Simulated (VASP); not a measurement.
Input:

```xyz
4
Lattice="3.1398 0.0000 0.0000 0.0000 3.1398 0.0000 0.0000 0.0000 4.4208" Properties=species:S:1:pos:R:3 pbc="T T T"
Al     1.5699     1.5699     2.2104
Ga     0.0000     0.0000     0.0000
N      1.5699     0.0000     3.2645
N      0.0000     1.5699     1.1564
```

Method: r2SCAN meta-GGA, VASP's PBE PAW potentials (set 64) (plane waves; VASP). Settings: 520 eV cut-off, 8×8×6 Γ-centred mesh, tetrahedra with Blöchl corrections, potentials Al Ga_d N.

**Question.** Predict the energy per atom (σ→0), band gap (over mesh and band path) with the smallest direct gap where there is one.

**Answer.** 
```json
{
  "band gap (over mesh and band path)": "3.37 eV",
  "smallest direct gap (over mesh and band path)": "3.37 eV",
  "energy per atom (σ→0)": "-10.269 eV/atom"
}
```

Total energies compare only between runs with the same potentials, cut-off and functional.

The structure comes from a computed database's AlGaN2 entry (P-4m2); how it stands against other phases isn't given here. It was relaxed first.
